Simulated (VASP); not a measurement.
VASP ran on this input.

File POSCAR:
```
ZnInGaO4
1
    1.6120790000     0.9307350000     8.5031650000
   -1.6120790000     0.9307350000     8.5031650000
    0.0000000000    -1.8614680000     8.5031650000
In Ga Zn O
1 1 1 4
Direct
  0.0000000000   0.0000000000   0.0000000000
  0.7829000000   0.7829000000   0.7829000000
  0.2171000000   0.2171000000   0.2171000000
  0.8718000000   0.8718000000   0.8718000000
  0.1282000000   0.1282000000   0.1282000000
  0.7072000000   0.7072000000   0.7072000000
  0.2928000000   0.2928000000   0.2928000000
```

KPOINTS:
```
kpoints
0
gamma
6 6 6
```

**INCAR**
```
ALGO = Normal
EDIFF = 1E-6
ENCUT = 400
GGA = 91
ISIF = 2
ISMEAR = -1
LASPH = .TRUE.
LCHARG = .FALSE.
LMAXMIX = 4
LREAL = .FALSE.
LWAVE = .FALSE.
NELM = 100
PREC = Accurate
SIGMA = 0.1
SYSTEM = ZnInGaO4
```

POTCAR, in this order: In_d Ga_d Zn O (PBE.64 set). Program: vasp_std.

Task: Translate this PW91 calculation to Quantum ESPRESSO's pw.x.

Result: One equivalent input (not run):
```
&CONTROL
  calculation = 'scf'
  pseudo_dir = './pseudo'
  outdir = './out'
  tprnfor = .true.
  tstress = .true.
/
&SYSTEM
  ibrav = 0
  nat = 7
  ntyp = 4
  ecutwfc = 84
  occupations = 'smearing'
  smearing = 'fermi-dirac'
  degauss = 0.00735
  input_dft = 'pw91'
/
&ELECTRONS
  conv_thr = 7.3e-08
  electron_maxstep = 100
/
ATOMIC_SPECIES
  In 114.818 In.upf
  Ga 69.723 Ga.upf
  Zn 65.380 Zn.upf
  O 15.999 O.upf
CELL_PARAMETERS angstrom
     1.6120790    0.9307350    8.5031650
    -1.6120790    0.9307350    8.5031650
     0.0000000   -1.8614680    8.5031650
ATOMIC_POSITIONS crystal
  In   0.0000000  0.0000000  0.0000000
  Ga   0.7829000  0.7829000  0.7829000
  Zn   0.2171000  0.2171000  0.2171000
  O    0.8718000  0.8718000  0.8718000
  O    0.1282000  0.1282000  0.1282000
  O    0.7072000  0.7072000  0.7072000
  O    0.2928000  0.2928000  0.2928000
K_POINTS automatic
  6 6 6 0 0 0
```
Limits of the translation: the potentials are each code's own (VASP's PAW set, PseudoDojo norm-conserving files in pw.x), so ENCUT and ecutwfc are chosen apart and not converted; conv_thr bounds pw.x's estimated SCF error, while EDIFF bounds the energy change between steps.

The structure was generated: ZnInGaO4 was put into an ordered model structure, which need not be its known phase. The cell was not relaxed at this level. The k-mesh is coarse (spacing up to 0.38 per Å, 2π included), so the numbers may not be converged in it. The run is one of a series of settings (GGA = 91 against the base run), some of them coarse on purpose.
